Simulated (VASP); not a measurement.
Consider the following.

```yaml
crystal:
  lattice:
    - [0.00000, 2.10808, 2.10808]
    - [2.10808, 0.00000, 2.10808]
    - [2.10808, 2.10808, 0.00000]
  atoms:
    - { symbol: Mg, position: [0.00000, 0.00000, 0.00000] }
    - { symbol: O, position: [0.50000, 0.50000, 0.50000] }
```

These are AM05 GGA, VASP's PBE PAW potentials (set 64) (plane waves; VASP) values and carry that method's errors. Numerical set-up: 520 eV cut-off, Gaussian smearing of 0.050 eV, potentials Mg O.

Give the energies of bands 2 to 6 at the high-symmetry points, in eV from the valence-band maximum.

```
band      Γ      X      U      L      W
----  -----  -----  -----  -----  -----
2      0.00  -4.12  -3.53  -4.65  -2.98
3      0.00  -1.36  -2.73  -0.66  -2.98
4      0.00  -1.36  -1.15  -0.66  -1.78
5      4.68   8.94   9.95   7.77  11.50
6     15.66   9.93  11.71  12.50  11.50
```

The gap is direct, 4.68 eV, from the valence maximum at Γ to the conduction minimum at Γ.

Measured: gap 8.36 eV (computed value off by -3.68 eV), as given by Wei Chen et al., Physical Review Materials (2018), doi:10.1103/physrevmaterials.2.073803 [zero-point renormalisation of 0.53 eV added back (the table's ZPR column)].

The compound is MgO in the rock salt structure. It was relaxed first.
